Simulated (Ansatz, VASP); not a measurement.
**Cross-check of Te2Mo between VASP and Ansatz**

Wanted: the spread between two codes on one cell, functional and k mesh. The cell is taken from a series of runs on this material, whose earlier steps may have relaxed, scaled, displaced or heated it; both programs get it as it stands. Other levels of theory on this material are compared in a session of their own.

Calculated with Ansatz 0.2.0; plane waves, with VASP 6.6.1 beside it; relaxation of cell and atoms at PBE with D3(BJ).

## Step 1: Starting point

Symmetry: P6_3/mmc, No. 194, hexagonal system. The conventional cell has a = 3.496 Å, b = 3.496 Å, c = 13.703 Å, α = 90.00°, β = 90.00°, γ = 120.00°. Mo has 6 Te at 2.72 Å nearest. Te has 3 Mo at 2.72 Å nearest. Farther neighbours and most contacts between anions are not listed.

## Step 2: VASP: relaxation of cell and atoms, PBE with D3(BJ)

The relaxed volume is the usual yardstick between codes: in a stiff, nearly cubic crystal its relative difference is about their pressure difference at one cell divided by the bulk modulus.

Lines of VASP's logs that name or quote its potential files are left out, and so is its time.

INCAR reads:

```
SYSTEM = Te2Mo
PREC = Accurate
ENCUT = 500
EDIFF = 1E-07
NELM = 120
ISMEAR = 0
SIGMA = 0.01
LREAL = .FALSE.
ALGO = Normal
GGA = PE
IVDW = 12
NBANDS = 32
LASPH = .TRUE.
LORBIT = 11
LWAVE = .FALSE.
LCHARG = .FALSE.
ISIF = 3
IBRION = 2
NSW = 80
EDIFFG = -0.005
GGA_COMPAT = .FALSE.
NELMIN = 4
EFERMI = MIDGAP
KPAR = 2
```

POSCAR reads:

```
Te2Mo
1.0
    3.4964860000      0.0000000000      0.0000000000
   -1.7482430000      3.0280450000      0.0000000000
    0.0000000000      0.0000000000     13.7031980000
Mo Te
2 4
Direct
    0.3333333884      0.6666667767      0.2500000365
    0.6666666116      0.3333332233      0.7500000365
    0.3333333884      0.6666667767      0.6173688069
    0.6666666116      0.3333332233      0.1173688069
    0.3333333884      0.6666667767      0.8826311931
    0.6666666116      0.3333332233      0.3826311931
```

KPOINTS reads:

```
Automatic mesh
0
Gamma
9 9 2
0 0 0
```

The projector-augmented-wave data sets are Mo_sv and Te (PBE family, release 64).

The run is started by

```
> mpirun -np 2 vasp_std
```

Numbers of over 12 decimals in the logs are rounded to 6 here.

Log:

```text
[banner, memory and clock lines left out]
running    2 mpi-ranks, on    1 nodes
 distrk:  each k-point on    1 cores,    2 groups
 distr:  one band on    1 cores,    1 groups

 POSCAR found type information on POSCAR MoTe
 POSCAR found :  2 types and       6 ions
 LDA part: xc-table for (Slater+PW92), standard interpolation
 POSCAR, INCAR and KPOINTS ok, starting setup
 FFT: planning ... GRIDC
 FFT: planning ... GRID_SOFT
 FFT: planning ... GRID
 WAVECAR not read
 entering main loop
       N       E                     dE             d eps       ncg     rms          rms(c)
DAV:   1     0.400348155598E+03    0.40035E+03   -0.26785E+04  1760   0.142E+03
DAV:   2    -0.139969450763E+02   -0.41435E+03   -0.40519E+03  1920   0.340E+02
DAV:   3    -0.365846537337E+02   -0.22588E+02   -0.22284E+02  1968   0.668E+01
DAV:   4    -0.371405955141E+02   -0.55594E+00   -0.55421E+00  1832   0.105E+01
DAV:   5    -0.371580687892E+02   -0.17473E-01   -0.17465E-01  2096   0.184E+00    0.220E+01
DAV:   6    -0.363748159100E+02    0.78325E+00   -0.76373E+00  1720   0.140E+01    0.895E+00
DAV:   7    -0.363396314435E+02    0.35184E-01   -0.74164E+00  1656   0.113E+01    0.627E+00
DAV:   8    -0.359101411975E+02    0.42949E+00   -0.16404E+00  1856   0.601E+00    0.316E+00
DAV:   9    -0.359135993201E+02   -0.34581E-02   -0.22405E-01  1944   0.216E+00    0.128E+00
DAV:  10    -0.359071804015E+02    0.64189E-02   -0.45428E-02  1840   0.112E+00    0.364E-01
DAV:  11    -0.359074333421E+02   -0.25294E-03   -0.24880E-03  1888   0.252E-01    0.243E-01
DAV:  12    -0.359073419937E+02    0.91348E-04   -0.30267E-04  1888   0.821E-02    0.167E-01
DAV:  13    -0.359073044541E+02    0.37540E-04   -0.13653E-04  1872   0.617E-02    0.733E-02
DAV:  14    -0.359073057616E+02   -0.13075E-05   -0.83699E-06  1920   0.120E-02    0.547E-02
DAV:  15    -0.359073043005E+02    0.14612E-05   -0.16882E-06  1872   0.672E-03    0.276E-02
DAV:  16    -0.359073030288E+02    0.12716E-05   -0.23507E-06  1872   0.721E-03    0.116E-02
DAV:  17    -0.359073028013E+02    0.22751E-06   -0.35973E-07  1544   0.265E-03    0.171E-03
DAV:  18    -0.359073027668E+02    0.34573E-07   -0.10105E-07  1040   0.152E-03
   1 F= -.39230437E+02 E0= -.39230437E+02  d E =-.392304E+02
[...]
2 F= -.39230450E+02 E0= -.39230450E+02  d E =-.138319E-04
[...]
3 F= -.39230451E+02 E0= -.39230451E+02  d E =-.143683E-04
 curvature:  -0.33 expect dE=-0.810E-05 dE for cont linesearch -0.164E-07
 trial: gam= 0.63312 g(F)=  0.610E-06 g(S)=  0.241E-04 ort = 0.136E-05 (trialstep = 0.869E+00)
 search vector abs. value=  0.413E-04
 bond charge predicted
       N       E                     dE             d eps       ncg     rms          rms(c)
DAV:   1    -0.359053460810E+02    0.19321E-02   -0.59224E-03  1632   0.554E-01    0.135E-01
DAV:   2    -0.359052093090E+02    0.13677E-03   -0.25696E-03  1752   0.270E-01    0.851E-02
DAV:   3    -0.359050870536E+02    0.12226E-03   -0.72076E-04  1704   0.107E-01    0.397E-02
DAV:   4    -0.359050840062E+02    0.30474E-05   -0.40713E-05  1696   0.300E-02    0.135E-02
DAV:   5    -0.359050816292E+02    0.23770E-05   -0.17631E-05  1752   0.232E-02    0.136E-02
DAV:   6    -0.359050833548E+02   -0.17256E-05   -0.38018E-06  1976   0.815E-03    0.178E-03
DAV:   7    -0.359050833273E+02    0.27570E-07   -0.27951E-07  1264   0.258E-03
   4 F= -.39230461E+02 E0= -.39230461E+02  d E =-.102512E-04
 trial-energy change:   -0.000010  1 .order   -0.000010   -0.000022    0.000003
 step:   0.7754(harm=  0.7619)  dis= 0.00034  next Energy=   -39.230461 (dE=-0.104E-04)
 reached required accuracy - stopping structural energy minimisation
```

OUTCAR, selected parts (step 2):

```text
ion  position               nearest neighbor table
   1  0.333  0.667  0.250-   6 2.72   4 2.72   6 2.72   6 2.72   4 2.72   4 2.72
   2  0.667  0.333  0.750-   5 2.72   3 2.72   5 2.72   5 2.72   3 2.72   3 2.72
   3  0.333  0.667  0.617-   2 2.72   2 2.72   2 2.72   5 3.63
   4  0.667  0.333  0.117-   1 2.72   1 2.72   1 2.72   6 3.63
   5  0.333  0.667  0.883-   2 2.72   2 2.72   2 2.72   3 3.63
   6  0.667  0.333  0.383-   1 2.72   1 2.72   1 2.72   4 3.63

  LATTYP: Found a hexagonal cell.
 ALAT       =     3.4964860000
 C/A-ratio  =     3.9191342393

 Subroutine GETGRP returns: Found 24 space group operations
 (whereof 12 operations were pure point group operations)

The static configuration has the point symmetry D_3d.
 The point group associated with its full space group is D_6h.

 Found     24 irreducible k-points:

   k-points           NKPTS =     24   k-points in BZ     NKDIM =     24   number of bands    NBANDS=     32

   dimension x,y,z NGX =    28 NGY =   28 NGZ =  100
   dimension x,y,z NGXF=    56 NGYF=   56 NGZF=  200

   ENCUT  =  500.0 eV  36.75 Ry    6.06 a.u.   6.37  6.37 24.98*2*pi/ulx,y,z

   NELECT =      52.0000    total number of electrons

 k-points in reciprocal lattice and weights: Automatic mesh
   0.00000000  0.00000000  0.00000000       0.006
   0.11111111 -0.00000000  0.00000000       0.037
   0.22222222 -0.00000000  0.00000000       0.037
   0.33333333  0.00000000  0.00000000       0.037
   0.44444444 -0.00000000  0.00000000       0.037
   0.11111111  0.11111111  0.00000000       0.037
   0.22222222  0.11111111  0.00000000       0.074
   0.33333333  0.11111111  0.00000000       0.074
   0.44444444  0.11111111  0.00000000       0.037
[...]
0.33333333  0.22222222  0.50000000       0.074
   0.33333333  0.33333333  0.50000000       0.012

 Edisp (eV)   -3.32317

 average (electrostatic) potential at core
       1 -72.9649       2 -72.9649       3 -85.7589       4 -85.7589       5 -85.7589
       6 -85.7589

 E-fermi :   8.9683

 k-point     1 :       0.0000    0.0000    0.0000
  band No.  band energies     occupation
    ...
     22       7.5795      2.00000
     23       7.6278      2.00000
     24       7.6278      2.00000
     25       8.4557      2.00000
     26       8.6335      2.00000
     27      11.5139      0.00000
     28      11.5139      0.00000
     29      11.6957      0.00000
     30      11.6957      0.00000
     31      11.7085      0.00000
    ...

 k-point     2 :       0.1111   -0.0000    0.0000
  band No.  band energies     occupation
    ...
     22       7.4101      2.00000
     23       7.4950      2.00000
     24       7.5549      2.00000
     25       8.4238      2.00000
     26       8.6059      2.00000
     27      11.0065      0.00000
     28      11.0089      0.00000
     29      11.0807      0.00000
     30      11.1604      0.00000
     31      11.3029      0.00000
    ...

 k-point     3 :       0.2222   -0.0000    0.0000
  band No.  band energies     occupation
    ...
     22       7.3088      2.00000
     23       7.3949      2.00000
     24       7.5023      2.00000
     25       7.7952      2.00000
     26       7.9658      2.00000
     27       9.9270      0.00000
     28      10.4482      0.00000
     29      10.5393      0.00000
     30      10.5863      0.00000
     31      11.0219      0.00000
    ...

 Edisp (eV)   -3.32538

  Total       0.01973     0.01973    -0.00797     0.00000     0.00000     0.00000
  in kB       0.21806     0.21806    -0.08805     0.00000     0.00000     0.00000
  external pressure =        0.12 kB  Pullay stress =        0.00 kB

  energy-cutoff  :      500.00
  volume of cell :      144.98
      direct lattice vectors                 reciprocal lattice vectors
     3.495175381  0.000000000 -0.000000000     0.286108676  0.165184959 -0.000000000
    -1.747587690  3.026909971 -0.000000000    -0.000000000  0.330369918  0.000000000
     0.000000000  0.000000000 13.704154109     0.000000000  0.000000000  0.072970575

 POSITION                                       TOTAL-FORCE (eV/Angst)
 -----------------------------------------------------------------------------------
      0.00000      2.01794      3.42604        -0.000000     -0.000000      0.000000
      1.74759      1.00897     10.27812         0.000000     -0.000000      0.000000
      0.00000      2.01794      8.45967         0.000000      0.000000     -0.004004
      1.74759      1.00897      1.60759        -0.000000      0.000000     -0.004004
      0.00000      2.01794     12.09656         0.000000     -0.000000      0.004004
      1.74759      1.00897      5.24449        -0.000000     -0.000000      0.004004
 -----------------------------------------------------------------------------------
    total drift:                               -0.000000     -0.000702     -0.001184

  FREE ENERGIE OF THE ION-ELECTRON SYSTEM (eV)
  ---------------------------------------------------
  free  energy   TOTEN  =       -39.2304611860 eV

  energy  without entropy=      -39.2304611860  energy(sigma->0) =      -39.23046119

 reached required accuracy - stopping structural energy minimisation

 total charge
# of ion       s       p       d       tot
------------------------------------------
    1        2.255   6.147   3.994  12.396
    2        2.255   6.147   3.994  12.396
    3        1.387   1.977   0.067   3.431
    4        1.387   1.977   0.067   3.431
    5        1.387   1.977   0.067   3.431
    6        1.387   1.977   0.067   3.431
--------------------------------------------------
tot         10.059  20.202   8.255  38.515

[... 3 further parts left out ...]
```

## Step 3: Ansatz: relaxation of cell and atoms, PBE with D3(BJ)

Ansatz runs on its PAW soft_1 files.

The same cell, functional and mesh now go to Ansatz, which takes its cutoff from its data sets.

input.yaml reads:

```yaml
crystal:
  lattice:
    - [3.4964857301, 0.0, 0.0]
    - [-1.748242865, 3.0280454662, 0.0]
    - [0.0, 0.0, 13.703198349]
  atoms:
    - { symbol: Mo, position: [0.3333333333, 0.6666666667, 0.25] }
    - { symbol: Mo, position: [0.6666666667, 0.3333333333, 0.75] }
    - { symbol: Te, position: [0.3333333333, 0.6666666667, 0.6173688261] }
    - { symbol: Te, position: [0.6666666667, 0.3333333333, 0.1173688261] }
    - { symbol: Te, position: [0.3333333333, 0.6666666667, 0.8826311739] }
    - { symbol: Te, position: [0.6666666667, 0.3333333333, 0.3826311739] }
kpoints:
  mp_grid: { grid: [9, 9, 2] }
hamiltonian:
  xc: pbe
  dispersion: d3bj
  pseudopotentials: { kind: paw, azcp: { folder: soft_1 } }
scf:
  occupations: { method: fixed }
output:
  forces: true
  stress: true
  eigenvalues: true
relax:
  adjacent_minimum: "off"
  f_tol: 0.001
  max_steps: 60
  cell: { stress_tol: 0.01 }
```

The run is started by

```
> ansatz run input.yaml --threads 4 --pin off --max-ram 16384MiB --backend cpu --events-out ev --progress --plain --runs-dir out
```

Log:

```text
Engine: ansatz 0.2.0, aarch64-unknown-linux-gnu
Pseudopotentials: kind: paw
Pseudopotential: Mo, paw, valence charge 14, recommended cutoff 420 eV (normal), soft_1/Mo.paw.azcp
Pseudopotential: Te, paw, valence charge 16, recommended cutoff 420 eV (normal), soft_1/Te.paw.azcp
Functional definition: PBE
  parameter kappa = 0.804
  parameter beta = 0.066725
  exchange = pbe_x(kappa = kappa, mu = beta*pi^2/3)
  correlation = pbe_c(beta = beta)
Crystal: 6 atoms, lattice volume = 145.083 Å³
Basis set: ecut = 420 eV, 2835 PW (Γ), exchange–correlation on 48×48×192 points (8 copies of the dense FFT grid, shifted against one another)
Bands: 56, of which v1, the nominal top of the filled ones, is band 46 counted from 1 (45 counted from 0)
Symmetry: 24 space group operations
Space group: P63/mmc (ITA 194), of the structure as read, at distance tolerance 5.3e-5 Å
k-points: 24 of 162
Non-local potential: Mo, projectors of the file, l = 0: 3, l = 1: 2, l = 2: 2, l = 3: 1
Non-local potential: Te, projectors of the file, l = 0: 2, l = 1: 2, l = 2: 2, l = 3: 1
PAW form: soft (Blöchl's): semilocal exchange-correlation on the pseudo side does not see the compensation charge
PAW one-centre angular grid: Mo, 590 points (default); XC on 64 Gauss nodes
PAW one-centre angular grid: Te, 590 points (default); XC on 64 Gauss nodes
Initial density: superposition of atomic densities (chi_scale 0.1, normalization cell, long waves kept (reshape's long-wave potential 0.01 eV rms))
Initial wavefunctions: pseudopotential atomic-orbital guess
Functional: x = pbe(κ = 0.804, μ = 0.219515), c = pbe(β = 0.066725)
SCF iter   1: F=—  HF=-37838.507669 eV  |F-HF|=—  |Δ(HF+E_count)|=         —  Δρ=5.51e-2  dr2=6.26e0  ethr=3.10e-3  ⟨swp⟩=5.0  Hψ=4360  notcnv=0  defer=163
preconditioner: auto → Resta (q_TF=auto, 2.529 Å⁻¹)  ε∞=6.5  [insulator: Δε(μ)=0.655 eV  Ē_g=7.889 eV  n_scr=52 (ndim 8)  ℏωp=18.5 eV  f_vac=0.002  ε∞_Penn≈6.5]
SCF iter   2: F=—  HF=-37837.437024 eV  |F-HF|=—  |Δ(HF+E_count)|=    1.07e0  Δρ=2.11e-2  dr2=2.42e0  ethr=3.10e-3  ⟨swp⟩=3.0  Hψ=2372  notcnv=0  defer=172
SCF iter   3: F=—  HF=-37837.184158 eV  |F-HF|=—  |Δ(HF+E_count)|=   2.53e-1  Δρ=1.41e-2  dr2=4.18e-1  ethr=2.63e-3  ⟨swp⟩=1.9  Hψ=1461  notcnv=0  defer=161
SCF iter   4: F=—  HF=-37837.089810 eV  |F-HF|=—  |Δ(HF+E_count)|=   9.43e-2  Δρ=1.99e-3  dr2=6.95e-3  ethr=4.54e-4  ⟨swp⟩=2.2  Hψ=1821  notcnv=0  defer=179
SCF iter   5: F=—  HF=-37837.090903 eV  |F-HF|=—  |Δ(HF+E_count)|=   1.09e-3  Δρ=6.86e-4  dr2=1.13e-3  ethr=7.55e-6  ⟨swp⟩=2.2  Hψ=1974  notcnv=0  defer=189
SCF iter   6: F=—  HF=-37837.091085 eV  |F-HF|=—  |Δ(HF+E_count)|=   1.83e-4  Δρ=2.21e-4  dr2=1.28e-4  ethr=1.23e-6  ⟨swp⟩=2.0  Hψ=1772  notcnv=0  defer=189
SCF iter   7: F=—  HF=-37837.091124 eV  |F-HF|=—  |Δ(HF+E_count)|=   3.86e-5  Δρ=5.52e-5  dr2=4.99e-6  ethr=1.39e-7  ⟨swp⟩=2.0  Hψ=1627  notcnv=0  defer=131
SCF iter   8: F=—  HF=-37837.091141 eV  |F-HF|=—  |Δ(HF+E_count)|=   1.68e-5  Δρ=1.66e-5  dr2=5.10e-7  ethr=5.42e-9  ⟨swp⟩=3.0  Hψ=2381  notcnv=0  defer=62
SCF iter   9: F=-37837.091141 eV  HF=-37837.091141 eV  |F-HF|=1.63e-9  |Δ(HF+E_count)|=   2.89e-7  Δρ=4.61e-6  dr2=2.51e-8  ethr=1.09e-10  ⟨swp⟩=13.5  Hψ=7056  notcnv=0
SCF 1 converged in 9 iterations: F = -37837.091141 eV  dr2 = 2.51e-8
  greatest PAW one-centre occupation: 0.999 electrons in one spin orbital (limit 2), on the Mo atom at site 1 (counted from 0), in its partial waves of l = 0
relax step   1: F+E_penalty+E_count = -37837.09114108 eV  Δ(F+E_penalty+E_count) = +0.000e0 eV  max|allowed force component| = 4.469e-3 eV/Å  Δτ_max = 0.0000 Å  P = -0.015 GPa  Ω = 145.083 Å³  (9 SCF iters, dr2 threshold 1.00e-7 eV, accepted)
[...]
relax step   3: F+E_penalty+E_count = -37837.09114672 eV  Δ(F+E_penalty+E_count) = -5.636e-6 eV  max|allowed force component| = 6.203e-5 eV/Å  Δτ_max = 0.0001 Å  P = +0.001 GPa  Ω = 145.074 Å³  energy of the carried Pulay correction = +1.852e-6 eV  (9 SCF iters, accepted)
[...]
relax step   4: F+E_penalty+E_count = -37837.09114732 eV  Δ(F+E_penalty+E_count) = -6.007e-7 eV  max|allowed force component| = 6.242e-5 eV/Å  Δτ_max = 0.0000 Å  P = +0.001 GPa  Ω = 145.074 Å³  stress off target by 3.89e-3 GPa  SCF on the basis re-selected at this cell (its energy is not comparable with the rows above)  (5 SCF iters)
basis re-selected at this cell: Δ(F+E_penalty+E_count) = -6.007e-7 eV, ΔP = +0.000 GPa vs the last step (what re-selecting the basis moved, of the pressure what is left beyond the Pulay correction that the steps carried, after the strain that the cell walked since its last selection, with what the two solves' SCF thresholds leave and, on support functions, any second-order correction that the steps lacked; it is no m [...]
SCF converged after 5 iterations
Free energy (F): -37837.091147 eV
Harris-Foulkes:  -37837.091147 eV  (|F-HF|=1.46e-11)
Internal energy: -37837.091147 eV  (E = F + TS)
E sigma→0 (E₀):  -37837.091147 eV
Fermi energy:    13.072773 eV
--- Per-component energies (eV) ---
  E_band       = -1095.025497
  E_kinetic    = 1537.952129
  E_local      = -8386.102569  (includes V_loc(G=0)·N_el)
  E_nonlocal   = 565.146633
  E_hartree    = 3972.707312
  E_xc         = -843.419200
  E_vxc        = -848.911473  (∫ρ·V_xc dr)
  E_paw        = -25112.195148  (= ΣΔE_a)
  E_vpaw       = -1908.525218  (= ΣTr[D̂ρ^β])
  E_aug_tail   = 0.000470  (compensation charges beyond the density's cutoff)
  E_ewald      = -9567.856503
  E_disp       = -3.324271  (pairwise vdW)
  E_smearing   = -0.000000  (= −TS)
  E_closure    = -0.000000  (closes the sum)
  Σ components = -37837.091147   (vs F -37837.091147, Δ=0.00e0)
--- Forces (eV/Å), atoms counted from 1 ---
  atom   1  Mo     0.00000000     0.00000000    -0.00000000
  atom   2  Mo    -0.00000000     0.00000000     0.00000000
  atom   3  Te     0.00000000    -0.00000000     0.00006242
  atom   4  Te     0.00000000     0.00000000     0.00006242
  atom   5  Te     0.00000000    -0.00000000    -0.00006242
  atom   6  Te     0.00000000     0.00000000    -0.00006242
  max |Σ_I F_I| component: 1.85e-17 eV/Å
--- Stress (GPa, compression-positive) ---
        0.000019      -0.000000       0.000000
       -0.000000       0.000019      -0.000000
        0.000000      -0.000000       0.003888
  P = ⅓ Tr σ = 0.0013 GPa (0.013 kbar)
--- Band table (eV; the first three rows and the last of 24) ---
  k-point 0: bands = [... 42 lower, 12.0691, 12.0691, 12.8930, 13.0728, 15.9467, 15.9467, 16.1295, 16.1295, ... 6 higher]
  k-point 1: bands = [... 42 lower, 12.0450, 12.0450, 13.0259, 13.0259, 15.9864, 15.9864, 15.9864, 15.9864, ... 6 higher]
  k-point 2: bands = [... 42 lower, 11.9432, 11.9950, 12.8617, 13.0367, 15.4414, 15.4486, 15.5163, 15.5960, ... 6 higher]
  k-point 23: bands = [... 42 lower, 10.9687, 10.9687, 12.8019, 12.8019, 14.0794, 14.0794, 14.5836, 14.5836, ... 6 higher]
--- Relaxed structure (3 steps of the walk, 2 accepted, 1 SCFs on fresh bases) ---
  F+E_penalty+E_count = -37837.09114732 eV   max|allowed force component| = 6.242e-5 eV/Å   (the final SCF, on the basis selected at the relaxed cell)
  cell:  # Å, volume = 145.0742 Å³
    - [3.496706, -2.8869380571841823e-11, 0.0]
    - [-1.748353, 3.028236, 0.0]
    - [0.0, 0.0, 13.700655]
  atoms:
    - { symbol: Mo, position: [0.333333, 0.666667, 0.250000] }
    - { symbol: Mo, position: [0.666667, 0.333333, 0.750000] }
    - { symbol: Te, position: [0.333333, 0.666667, 0.617376] }
    - { symbol: Te, position: [0.666667, 0.333333, 0.117376] }
    - { symbol: Te, position: [0.333333, 0.666667, 0.882624] }
    - { symbol: Te, position: [0.666667, 0.333333, 0.382624] }
```

## Step 4: Comparison

Known differences besides the potentials themselves: fixed occupations in Ansatz, narrow Gaussian smearing in VASP; the data sets hold 92 valence electrons in Ansatz (on its PAW soft_1 files) and 52 in VASP; the cutoff is 420 eV in Ansatz and 500 eV in VASP; Ansatz adds a Pulay correction to the stress that steers its cell, VASP none. Total energies have different zeros and are not compared.

Both answers:

```tsv
quantity	Ansatz	VASP	difference
volume (Å³)	145.07	144.98	+0.06 %
edge a after relaxation, in the typed setting (Å)	3.497	3.495	+0.04 %
edge c after relaxation, in the typed setting (Å)	13.701	13.704	-0.03 %
```

## Step 5: Outcome

- difference in volume (relaxation of cell and atoms, PBE with D3(BJ)): 0.062 %

What this shows: The difference in volume is 0.062 % (relaxation of cell and atoms, PBE with D3(BJ)), within the 1.2 % picked in this series as the mark of a large difference, as far as the stopping tolerances let one tell. The data sets hold unlike numbers of valence electrons (92 in Ansatz and 52 in VASP), so part of the differences comes from the potentials. 14 further runs of this series are not shown here. How closely two codes agree says nothing of how well the functional describes the real material.

[Lines on the potential files, build, host, timing and source positions are cut from VASP's logs without a mark.]

[Logs are printed without paths, hosts, clocks, repeated set-up lines and the standing remarks that a program may print on its own settings, such as how far it seeks lower states.]

[Hosts, paths, dates, database ids (printed as entryN), source tags and the programs' standing remarks are cut or masked in the printed files.]
